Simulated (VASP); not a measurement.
Method: PBEsol GGA, VASP's PBE PAW potentials (set 64) (plane waves; VASP). For the first row: Settings: 400 eV cut-off, 15×15×15 Γ-centred mesh, tetrahedra with Blöchl corrections, potentials Mo_sv Pt.

```tsv
system	energy (eV/atom)
MoPt₂ (sg71)	-8.9696
Mo (bcc)	-11.7769
Pt (fcc)	-6.9625
```

The references are the elements' solids at the same level; no temperature or zero-point terms are added.   Spin-orbit coupling is left out, which shifts such energies by up to tenths of an eV for the heavy elements here.

Question: What is the formation energy per atom of MoPt$_{2}$?

Answer: The references average (1×(-11.7769) + 2×(-6.9625))/3 = -8.5673 eV, so the formation energy is -8.9696 − (-8.5673) = -0.402 eV/atom.
